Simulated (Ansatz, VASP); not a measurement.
# ZnSe (Stilleite): VASP beside Ansatz, part 3 of 3

One calculation is typed for both programs; each brings its own data sets. How far apart do they land? The cell is taken from a series of runs on this material, whose earlier steps may have relaxed, scaled, displaced or heated it; both programs get it as it stands.

VASP 6.6.1 and Ansatz 0.2.0.

So far: The structure; Ansatz: zone-centre phonons, LDA, pair 1; VASP: zone-centre phonons, LDA, pair 1; Comparison.

## 5. VASP: zone-centre phonons, LDA, pair 2

Level of this step: LDA; plane waves and PAW (Zn, Se) (VASP).

Second derivatives magnify differences that forces hide, and they need a tight electronic threshold. The cell compared in this pair holds 41.41 Å³, against 40.55 Å³ for the pair before.

File INCAR:

```
SYSTEM = ZnSe
PREC = Accurate
ENCUT = 500
EDIFF = 1E-08
NELM = 120
ISMEAR = 0
SIGMA = 0.01
LREAL = .FALSE.
ALGO = Normal
GGA = PW92
NBANDS = 15
LORBIT = 11
LWAVE = .FALSE.
LCHARG = .FALSE.
ISIF = 2
IBRION = 8
LEPSILON = .TRUE.
LASPH = .TRUE.
GGA_COMPAT = .FALSE.
EFERMI = MIDGAP
KPAR = 2
```

File POSCAR:

```
ZnSe
1.0
    0.0000000000      2.7460535800      2.7460535800
    2.7460535800      0.0000000000      2.7460535800
    2.7460535800      2.7460535800      0.0000000000
Zn Se
1 1
Direct
    0.0000000000      0.0000000000      0.0000000000
    0.7500000000      0.7500000000      0.7500000000
```

File KPOINTS:

```
Automatic mesh
0
Gamma
12 12 12
0 0 0
```

The projector-augmented-wave data sets are Zn and Se (LDA family, release 64).

On the command line:

```
> mpirun -np 2 vasp_std
```

Numbers of over 12 decimals in the logs are rounded to 6 here.

The program printed:

```text
[banner, memory and clock lines left out]
running    2 mpi-ranks, on    1 nodes
[...]
[... a notice as in an earlier step ...]

 LDA part: xc-table for (Slater(with rela. corr.)+PW92), standard interpolation
 POSCAR, INCAR and KPOINTS ok, starting setup
[...]
entering main loop
       N       E                     dE             d eps       ncg     rms          rms(c)
DAV:   1     0.845650902075E+02    0.84565E+02   -0.87357E+03  2160   0.136E+03
DAV:   2    -0.239980897021E+01   -0.86965E+02   -0.81849E+02  2391   0.257E+02
DAV:   3    -0.762484790096E+01   -0.52250E+01   -0.52045E+01  2643   0.630E+01
DAV:   4    -0.766765421502E+01   -0.42806E-01   -0.42800E-01  2538   0.612E+00
[...]
DAV:  12    -0.734824283763E+01    0.50682E-07   -0.32320E-06  2580   0.148E-02    0.128E-03
DAV:  13    -0.734824286353E+01   -0.25892E-07   -0.15731E-07  2671   0.308E-03    0.499E-04
DAV:  14    -0.734824286394E+01   -0.41223E-09   -0.69141E-10  1493   0.257E-04
   1 F= -.73482429E+01 E0= -.73482429E+01  d E =0.000000E+00
[...]
RMM:   9    -0.210442603735E+00    0.85510E-08    0.67842E-10 16727   0.361E-05    0.457E-06
 first order change of Fermi-energy  -0.39681E+00
 force on displaced ion       1 direction 1 :  -7.286   0.000   0.000
 Born effective charge ion    1 direction 1 :   1.903   0.000   0.000
 Linear response progress:
  Degree of freedom:   2/  2
       N       E                     dE             d eps       ncg     rms          rms(c)
RMM:   1    -0.823269058541E-01   -0.82327E-01    0.10696E-01 20084   0.182E+00
RMM:   2    -0.817076518626E-01    0.61925E-03   -0.32760E-03 13409   0.530E-01    0.128E-01
RMM:   3    -0.819111903902E-01   -0.20354E-03   -0.19639E-04 14742   0.110E-01    0.706E-02
RMM:   4    -0.822265913532E-01   -0.31540E-03   -0.51677E-05 14917   0.465E-02    0.867E-03
[...]
RMM:   9    -0.822212385984E-01   -0.15433E-06   -0.11065E-09 15696   0.919E-05    0.127E-05
RMM:  10    -0.822211562250E-01    0.82373E-07    0.31151E-09 15493   0.224E-05    0.319E-06
RMM:  11    -0.822211595916E-01   -0.33666E-08    0.37754E-09 13653   0.869E-06    0.218E-06
 first order change of Fermi-energy   0.39695E+00
 force on displaced ion       2 direction 1 :  -7.283   0.000   0.000
 Born effective charge ion    2 direction 1 :  -1.908   0.000   0.000
 Born effective charges drift removed
 Linear response finished
```

Parts of OUTCAR (step 5):

```text
  Total        0.9311574      0.9311574      0.9311574      0.0000000      0.0000000      0.0000000
  in kB       36.0227333     36.0227333     36.0227333      0.0000000      0.0000000      0.0000000
  external PRESSURE =      36.0227333 kB  Pullay stress =       0.0000000 kB

 POSITION                                       TOTAL-FORCE (eV/Angst)
 -----------------------------------------------------------------------------------
      0.00000      0.00000      0.00000        -0.000000     -0.000000     -0.000000
      4.11908      4.11908      4.11908         0.000000      0.000000      0.000000
 -----------------------------------------------------------------------------------
    total drift:                                0.000000      0.000000     -0.000000

 MACROSCOPIC STATIC DIELECTRIC TENSOR (including local field effects in DFT)
 ------------------------------------------------------
           7.386444    -0.000000    -0.000000
           0.000000     7.386444    -0.000000
          -0.000000     0.000000     7.386444
 ------------------------------------------------------

 MACROSCOPIC STATIC DIELECTRIC TENSOR IONIC CONTRIBUTION
 ------------------------------------------------------
           2.179246    -0.000000     0.000000
          -0.000000     2.179246    -0.000000
           0.000000    -0.000000     2.179246
 ------------------------------------------------------

[... 1 part as in an earlier step ...]

[... 1 further part left out ...]
```

## 6. Ansatz: zone-centre phonons, LDA, pair 2

The same cell, functional (in two slightly different forms) and mesh now go to Ansatz, which takes its cutoff from its data sets.

The cell is taken from a series of runs on this material, whose earlier steps may have relaxed, scaled, displaced or heated it; both programs get it as it stands.

File input.yaml:

```yaml
crystal:
  lattice:
    - [0.0, 2.74605358, 2.74605358]
    - [2.74605358, 0.0, 2.74605358]
    - [2.74605358, 2.74605358, 0.0]
  atoms:
    - { symbol: Zn, position: [0.0, 0.0, 0.0] }
    - { symbol: Se, position: [0.75, 0.75, 0.75] }
kpoints:
  mp_grid: { grid: [12, 12, 12] }
hamiltonian:
  xc: lda
  pseudopotentials: { kind: paw, azcp: { folder: soft_1 }, xc_functional: pbe }
scf:
  occupations: { method: fixed }
output:
  eigenvalues: true
phonons:
  method: dfpt
  dielectric: true
  rigid_motions: translations
```

On the command line:

```
> ansatz run input.yaml --threads 4 --pin off --max-ram 10240MiB --backend cpu --events-out ev --progress --plain --runs-dir out
```

The program printed:

```text
[...]
Crystal: 2 atoms, lattice volume = 41.415 Å³
Basis set: ecut = 420 eV, 869 PW (Γ), exchange–correlation on 54×54×54 points (8 copies of the dense FFT grid, shifted against one another)
Bands: 18, of which v1, the nominal top of the filled ones, is band 14 counted from 1 (13 counted from 0)
Symmetry: 24 space group operations
k-points: 280 of 1728 (irreducible under 4 space group operations, time reversal used)
[...]
optical modes at Γ + LO–TO along q̂ = [1.0000, 0.0000, 0.0000]:
      ω (cm⁻¹)  modes    IR ((D/Å)²/amu)
[...]
optical modes at Γ + LO–TO along q̂ = [0.0000, 1.0000, 0.0000]:
      ω (cm⁻¹)  modes    IR ((D/Å)²/amu)
        233.19      2             4.6726
        265.76      1             2.3363
  optical modes at Γ + LO–TO along q̂ = [0.0000, 0.0000, 1.0000]:
      ω (cm⁻¹)  modes    IR ((D/Å)²/amu)
        233.19      2             4.6726
        265.76      1             2.3363
[key lines of the parts left out:]
SCF converged after 10 iterations
Free energy (F): -8630.844863 eV
Fermi energy:    7.553419 eV
```

## 7. Comparison

What differs besides the data sets and the points named for the pairs above, as far as they apply: the data sets hold 28 valence electrons in Ansatz (on its PAW soft_1 files) and 18 in VASP. Total energies have different zeros and are not compared.

The two programs side by side:

| quantity | Ansatz | VASP | difference |
| --- | --- | --- | --- |
| ε∞ xx | 7.40 | 7.39 | +0.23 % |
| ε∞ yy | 7.40 | 7.39 | +0.23 % |
| ε∞ zz | 7.40 | 7.39 | +0.23 % |
| Born charge of Zn1 (mean of the diagonal) (e) | 1.90 | 1.91 | 0.00 |
| Born charge of Se2 (mean of the diagonal) (e) | -1.90 | -1.91 | 0.00 |
| optical mode 1 to 3 (cm⁻¹) | 233.2 | 235.3 | -0.91 % |

Modes are paired by rising frequency, not by their patterns, so a pair may set unlike modes beside each other; they are those without the splitting of longitudinal modes.

## 8. Results

```yaml
r_m_s_difference_of_the_optical_zone_centre_modes_each_program_s_sorted_by_frequency_zone_centre_phonons_lda_pair_1: 1.4 cm⁻¹
difference_in_optical_mode_1_to_3_zone_centre_phonons_lda_pair_1: -0.6 %
r_m_s_difference_of_the_optical_zone_centre_modes_each_program_s_sorted_by_frequency_zone_centre_phonons_lda_pair_2: 2.1 cm⁻¹
difference_in_optical_mode_1_to_3_zone_centre_phonons_lda_pair_2: -0.9 %
```

**Reading.** The r.m.s. difference of the optical zone-centre modes, each program's sorted by frequency is 1.4 cm⁻¹ (zone-centre phonons, LDA, pair 1). The data sets hold unlike numbers of valence electrons (28 in Ansatz and 18 in VASP), so part of the differences comes from the potentials. Among the rows given in per cent, the largest difference of the zone-centre phonons, LDA, pair 1 pair is in optical mode 1 to 3, -0.6 %. Among the rows given in per cent, the largest difference of the zone-centre phonons, LDA, pair 2 pair is in optical mode 1 to 3, -0.9 %. How closely two codes agree says nothing of how well the functional describes the real material.

[Lines on the potential files, build, host, timing and source positions are cut from VASP's logs without a mark.]

[Logs are printed without paths, hosts, clocks, repeated set-up lines and the standing remarks that a program may print on its own settings, such as how far it seeks lower states.]

[Hosts, paths, dates, database ids (printed as entryN), source tags and the programs' standing remarks are cut or masked in the printed files.]
